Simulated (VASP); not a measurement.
Input:

```
CELL_PARAMETERS angstrom
     -1.60500     1.60500     3.91500
      1.60500    -1.60500     3.91500
      1.60500     1.60500    -3.91500
ATOMIC_POSITIONS crystal
  Si 0.66500 0.66500 0.00000
  Si 0.33500 0.33500 0.00000
  W  0.00000 0.00000 0.00000
```

Calculation: PBE GGA, VASP's PBE PAW potentials (set 64) (plane waves; VASP). Numerical set-up: 400 eV cut-off, 12×12×12 Γ-centred mesh, first-order Methfessel-Paxton smearing of 0.10 eV, potentials Si W_sv.

Problem. Which forces act on the atoms, in eV/Å?

Solution. 
| atom | Fx | Fy | Fz |
|---|---|---|---|
| Si1 | 0.000 | 0.000 | 0.139 |
| Si2 | 0.000 | 0.000 | -0.139 |
| W3 | 0.000 | 0.000 | 0.000 |

Problem. Give the stress tensor in GPa (positive for a compressed cell).

Solution. 
```
3.90  0.00  0.00
0.00  3.90  0.00
0.00  0.00  4.03
```
The pressure is its mean diagonal, 3.94 GPa.

The compound is WSi2 in the MoSi2 type structure. The cell was not relaxed at this level. The run is one of a series of settings (EDIFF = 1E-8 against the base run), some of them coarse on purpose.
